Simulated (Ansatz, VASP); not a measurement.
**One calculation of PbOF, two programs**

```xyz
3
Lattice="3.7197 0.0000 0.0000 -1.8599 3.2214 0.0000 0.0000 0.0000 27.8287" Properties=species:S:1:pos:R:3 pbc="T T T"
Pb    0.0000    0.0000    8.3565
O     0.0000    2.1476    7.6092
F     1.8599    1.0738    9.5883
```

Alike in both runs: functional PBE; k mesh 6 × 6 × 1; occupations gaussian, width 0.1 eV; no spin polarisation.

Ansatz relaxed the structure, and its values are those at the end. VASP's run is a single point on that final structure, the one shown.

```csv
,VASP,Ansatz
version,VASP 6.6.1,Ansatz 0.2.0
potentials or method,"VASP PAW PBE potentials, release 64 (Pb_d, O, F)","scalar-relativistic, plane waves, PAW"
plane-wave cutoff (eV),520,420
valence electrons in the cell,27,27
```

VASP gave:

* gap on the k mesh at the Fermi level (eV): none
* rms of the force components (eV/Å): 0.008

Task: Which values does Ansatz return?

Result: gap on the k mesh at the Fermi level (eV): none; rms of the force components (eV/Å): 0.000.

A gap of «none» marks a metal or a gap that the smearing closes. Ansatz warned: «slab_cell_height_set».

Caveats: an odd number of electrons without spin polarisation forces a metal; a magnetic or distorted state may lie lower. The runs have no spin-orbit coupling, so splittings on Pb are missing.
